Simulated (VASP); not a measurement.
Here is the system:

```
MgSn2
1.0
    5.63009     0.00000     0.00000
   -2.81505     4.87580     0.00000
    0.00000     0.00000     5.36056
Mg Sn
2 4
Cartesian
  2.81505   1.62527   2.68028
  0.00000   3.25054   2.68028
  0.87216   4.87580   0.00000
  0.97144   1.68259   0.00000
  3.78649   3.19321   5.36056
  2.81505   4.87580   2.68028
```

The numbers are results of PBEsol GGA, VASP's PBE PAW potentials (set 64) (plane waves; VASP 6.6.1), not measurements. Settings: 400 eV cut-off, 7×7×7 Γ-centred mesh, tetrahedra with Blöchl corrections, potentials Mg Sn_d.

The cores are frozen, which limits the accuracy of field gradients.

Problem. Give the principal components of the electric field gradient (V/Å²) and the asymmetry η at each nucleus.

Solution. 
```
atom    Vxx    Vyy    Vzz     η
----  -----  -----  -----  ----
Mg1     0.2    0.2   -0.3     -
Mg2     0.2    0.2   -0.3     -
Sn3    43.5   22.3  -65.8  0.32
Sn4    43.5   22.3  -65.8  0.32
Sn5    43.5   22.3  -65.8  0.32
Sn6   -40.7  -40.7   81.3  0.00
```

The structure comes from a computed database's MgSn2 entry (P-62m); how it stands against other phases isn't given here. It was relaxed first.
